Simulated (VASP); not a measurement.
Consider the following.

```
CELL_PARAMETERS angstrom
     -1.41597     1.41597     2.14525
      1.41597    -1.41597     2.14525
      1.41597     1.41597    -2.14525
ATOMIC_POSITIONS crystal
  In 0.00000 0.00000 0.00000
```

Calculation: LDA (Ceperley-Alder, Perdew-Zunger), VASP's LDA PAW potentials (set 64) (plane waves; VASP). Numerical set-up: 500 eV cut-off, 18×18×18 Γ-centred mesh, first-order Methfessel-Paxton smearing of 0.10 eV, potentials In_d.

Unless said otherwise, spin-orbit coupling is left out, though it shifts the bands of the heavy elements here.

Task: Estimate the energy per atom (σ→0), pressure, band gap (on the k-mesh) with the smallest direct gap where there is one.

Result: 
The band gap (on the k-mesh) is none (metal, semimetal or under 0.01 eV) and the energy per atom (σ→0) is -2.493 eV/atom. The pressure is 44.91 GPa.

The absolute energy has meaning only against runs of the same code, potentials and settings.

The compound is In in the bct structure. It was relaxed first under an external pressure of 45 GPa.
